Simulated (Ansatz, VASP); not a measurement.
**LiHgS in VASP and in Ansatz**

```
Li Hg S
1.0
     3.31029    0.00000    0.00000
     0.00000    3.31029    0.00000
     0.00000    0.00000    6.71610
Li Hg S
1 1 1
Direct
  0.00000 0.00000 0.50000
  0.00000 0.00000 0.00000
  0.50000 0.50000 0.50000
```

Alike in both runs: task relaxation of cell and atoms; functional PBE; k mesh 14 × 14 × 8; occupations gaussian, width 0.1 eV; no spin polarisation.

```csv
,VASP,Ansatz
version,VASP 6.6.1,Ansatz 0.2.0
potentials or method,"VASP PAW PBE potentials, release 64 (Li_sv, Hg, S)","scalar-relativistic, plane waves, PAW"
plane-wave cutoff (eV),600,420
valence electrons in the cell,21,29
```

Ansatz gave:

- gap on the k mesh at the Fermi level, each at its own relaxed structure (eV): none
- relaxed volume (Å³/atom): 24.35
- relaxed cell length with the largest relative difference (Å): 6.706

Question: Which values does VASP return?

Answer: gap on the k mesh at the Fermi level, each at its own relaxed structure (eV): none; relaxed volume (Å³/atom): 24.35; relaxed cell length with the largest relative difference (Å): 6.704.

A gap of «none» marks a metal or a gap that the smearing closes. The two sets of potentials don't hold the same shells in valence.

Caveats: the cutoff is under 1.25 times the usual one of these potentials, so pressure, stress and relaxed cells hold a basis-set (Pulay) error (VASP). The runs have no spin-orbit coupling, so splittings on Hg are missing.
